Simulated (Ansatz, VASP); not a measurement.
## Two plane-wave programs on SrLiH3

Contents of INCAR:

```
  PREC = Accurate
  ENCUT = 520
  EDIFF = 1E-7
  ISMEAR = 0
  SIGMA = 0.01
  LREAL = False
  LASPH = True
  NELM = 100
  ALGO = Normal
  ISIF = 2
  LWAVE = False
  LCHARG = True
  GGA = PS
  LELF = True
  LVHAR = True
  NBANDS = 16
```

Contents of KPOINTS:

```
regular mesh
0
Gamma
  5 5 5
```

POSCAR

```
SrLiH3
1.0
    4.6307910000      0.0000000000      0.0000000000
    0.0000000000      4.6307910000      0.0000000000
    0.0000000000      0.0000000000      4.6307910000
Li Sr H
1 1 3
Direct
    0.0000000000      0.0000000000      0.0000000000
    0.5000000000      0.5000000000      0.5000000000
    0.0000000000      0.5000000000      0.5000000000
    0.5000000000      0.0000000000      0.5000000000
    0.5000000000      0.5000000000      0.0000000000
```

Input for Ansatz:

```yaml
crystal:
  lattice:
    - [4.630791, 0.0, 0.0]
    - [0.0, 4.630791, 0.0]
    - [0.0, 0.0, 4.630791]
  atoms:
    - { symbol: Li, position: [0.0, 0.0, 0.0] }
    - { symbol: Sr, position: [0.5, 0.5, 0.5] }
    - { symbol: H, position: [0.0, 0.5, 0.5] }
    - { symbol: H, position: [0.5, 0.0, 0.5] }
    - { symbol: H, position: [0.5, 0.5, 0.0] }
basis:
  ecutwfc: 550.0
kpoints:
  mp_grid:
    grid: [5, 5, 5]
hamiltonian:
  xc: pbesol
scf:
  occupations:
    method: fixed
output:
  eigenvalues: true
```

The cell comes from a database or a generator and needn't be the stable form of this composition.

Alike in both runs: task single point; functional PBEsol; k mesh 5 × 5 × 5; no spin polarisation.

|  | VASP | Ansatz |
| --- | --- | --- |
| version | VASP 6.6.1 | Ansatz 0.2.0 |
| potentials or method | VASP PAW PBE potentials, release 64 (Li_sv, Sr_sv, H) | plane waves, PAW |
| plane-wave cutoff (eV) | 520 | 550 |
| occupations | gaussian, width 0.01 eV | fixed |
| valence electrons in the cell | 16 | 16 |

|  | VASP | Ansatz | Ansatz less VASP |
| --- | --- | --- | --- |
| gap on the k mesh at the Fermi level (eV) | 2.14 | 2.14 | +0.001 |

Caveats: an odd mesh through Γ misses points on the zone boundary, where band edges often lie.
